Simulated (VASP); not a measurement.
Consider the following.

```yaml
crystal:
  lattice:
    - [0.00000, 2.65810, 2.65810]
    - [2.65810, 0.00000, 2.65810]
    - [2.65810, 2.65810, 0.00000]
  atoms:
    - { symbol: Zn, position: [0.00000, 0.00000, 0.00000] }
    - { symbol: S, position: [0.25000, 0.25000, 0.25000] }
```

Method: TPSS meta-GGA, VASP's PBE PAW potentials (set 64) (plane waves; VASP). Numerical set-up: 520 eV cut-off, 8×8×8 Γ-centred mesh, Gaussian smearing of 0.050 eV, potentials Zn S.

### Question
Give the stress tensor in GPa (positive for a compressed cell).

### Answer

```
5.12  0.00  0.00
0.00  5.12  0.00
0.00  0.00  5.12
```
The pressure is its mean diagonal, 5.12 GPa.

The compound is ZnS in the zinc blende structure. This cell is one point of a volume scan, at 0.94 of the reference volume.
